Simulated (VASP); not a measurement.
A run of VASP 6.6.1:

Contents of INCAR:

```
ALGO = Fast ; EDIFF = 1E-6
ENCUT = 520 ; GGA = PS
ISIF = 2 ; ISMEAR = 0
LASPH = True ; LCHARG = False
LREAL = False ; LWAVE = False
NELM = 80 ; PREC = Accurate
SIGMA = 0.5
```

The input KPOINTS:

```
k-points
0
Gamma
  6 6 6
```

The input POSCAR:

```
B
1.0
    2.4390200000      1.4081700000      4.1682800000
   -2.4390200000      1.4081700000      4.1682800000
    0.0000000000     -2.8163400000      4.1682800000
B
12
Direct
    0.0106300000      0.6537400000      0.0106300000
    0.0106300000      0.0106300000      0.6537400000
    0.6537400000      0.0106300000      0.0106300000
    0.3462600000      0.9893700000      0.9893700000
    0.9893700000      0.3462600000      0.9893700000
    0.9893700000      0.9893700000      0.3462600000
    0.2217000000      0.6296600000      0.2217000000
    0.2217000000      0.2217000000      0.6296700000
    0.6296600000      0.2217000000      0.2217000000
    0.3703400000      0.7783000000      0.7783000000
    0.7783000000      0.3703400000      0.7783000000
    0.7783000000      0.7783000000      0.3703300000
```

Potentials or basis: VASP PAW PBE potentials, release 64 (B).

Run with:

```console
$ cat potpaw_PBE.64/B/POTCAR > POTCAR
$ mpirun -np 1 vasp_std > vasp.out
```

Hardware: 1 thread of Intel(R) Xeon(R) 6975P-C (Granite Rapids) (shared host).

Estimate the wall time of this run.

Run time: 84 s on 1 thread of Intel(R) Xeon(R) 6975P-C (Granite Rapids) (shared host), peak memory 0.28 GiB. Counts: scf iterations 16, k points 68.
